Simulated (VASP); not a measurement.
OSZICAR of a VASP run on NiSi₂ (fluorite):

File OSZICAR:
```
       N       E                     dE             d eps       ncg     rms          rms(c)
DAV:   1     0.725690657569E+02    0.72569E+02   -0.80976E+03   910   0.142E+03
DAV:   2    -0.165260649830E+02   -0.89095E+02   -0.83674E+02   925   0.251E+02
DAV:   3    -0.206794759919E+02   -0.41534E+01   -0.40735E+01  1158   0.627E+01
DAV:   4    -0.207601615984E+02   -0.80686E-01   -0.80551E-01  1093   0.815E+00
DAV:   5    -0.207623404057E+02   -0.21788E-02   -0.21784E-02  1163   0.142E+00    0.172E+01
DAV:   6    -0.253291523561E+02   -0.45668E+01   -0.56352E+01   985   0.188E+02    0.251E+01
DAV:   7    -0.186326448730E+02    0.66965E+01   -0.16790E+01  1103   0.117E+02    0.416E+00
DAV:   8    -0.185721702017E+02    0.60475E-01   -0.23034E+00  1348   0.258E+01    0.275E+00
DAV:   9    -0.185206954865E+02    0.51475E-01   -0.30341E-01  1137   0.114E+01    0.617E-01
DAV:  10    -0.185192151762E+02    0.14803E-02   -0.11300E-02  1259   0.225E+00    0.269E-01
DAV:  11    -0.185194165013E+02   -0.20133E-03   -0.13061E-03  1120   0.329E-01    0.415E-02
DAV:  12    -0.185194674196E+02   -0.50918E-04   -0.98075E-05  1263   0.202E-01    0.260E-02
DAV:  13    -0.185194711172E+02   -0.36976E-05   -0.38317E-05  1083   0.125E-01    0.982E-03
DAV:  14    -0.185194716963E+02   -0.57909E-06   -0.34887E-06  1140   0.266E-02
   1 F= -.18519472E+02 E0= -.18519503E+02  d E =-.185195E+02
       N       E                     dE             d eps       ncg     rms          rms(c)
DAV:   1    -0.185634925159E+02   -0.44021E-01   -0.38947E-01  1000   0.139E+01    0.198E+00
DAV:   2    -0.186488180948E+02   -0.85326E-01   -0.92501E-01  1144   0.258E+01    0.320E+00
DAV:   3    -0.185215829076E+02    0.12724E+00   -0.45326E-01  1099   0.174E+01    0.389E-01
DAV:   4    -0.185203730651E+02    0.12098E-02   -0.10571E-02  1091   0.143E+00    0.714E-02
DAV:   5    -0.185203612553E+02    0.11810E-04   -0.32455E-04  1452   0.202E-01    0.392E-02
DAV:   6    -0.185203484983E+02    0.12757E-04   -0.14080E-05  1306   0.851E-02    0.999E-03
DAV:   7    -0.185203488958E+02   -0.39748E-06   -0.38345E-06   980   0.207E-02
   2 F= -.18520349E+02 E0= -.18520496E+02  d E =-.877199E-03
       N       E                     dE             d eps       ncg     rms          rms(c)
DAV:   1    -0.185248479469E+02   -0.44994E-02   -0.37002E-02  1010   0.426E+00    0.619E-01
DAV:   2    -0.185332028781E+02   -0.83549E-02   -0.92423E-02  1102   0.803E+00    0.962E-01
DAV:   3    -0.185207508402E+02    0.12452E-01   -0.41338E-02  1086   0.556E+00    0.910E-02
DAV:   4    -0.185207040355E+02    0.46805E-04   -0.10458E-03   960   0.228E-01    0.430E-02
DAV:   5    -0.185206801932E+02    0.23842E-04   -0.48762E-05  1236   0.173E-01    0.133E-02
DAV:   6    -0.185206795908E+02    0.60236E-06   -0.93553E-06  1377   0.489E-02
   3 F= -.18520680E+02 E0= -.18520788E+02  d E =-.120789E-02
```

Task: Which electronic solver shows in the log?

Result: It is blocked Davidson (ALGO = Normal, or the opening steps of other solvers). The INCAR had ALGO = Normal.

Task: How was spin treated?

Result: Without spin polarisation: there is no mag entry.

Task: Can the final energy be trusted as converged?

Result: Self-consistency was reached. It stopped with EDIFF = 1E-6, NELM = 100, NSW = 60 and EDIFFG = -0.02 after 3 ionic steps (AM05 GGA, plane waves, VASP's PBE PAW potentials (set 64)).

The compound is NiSi2 in the fluorite structure. This run relaxes it. Symmetry was kept, so distortions that lower it aren't found. The start is the result of an earlier pass. The run is not spin-polarised, so no magnetic state was tried.
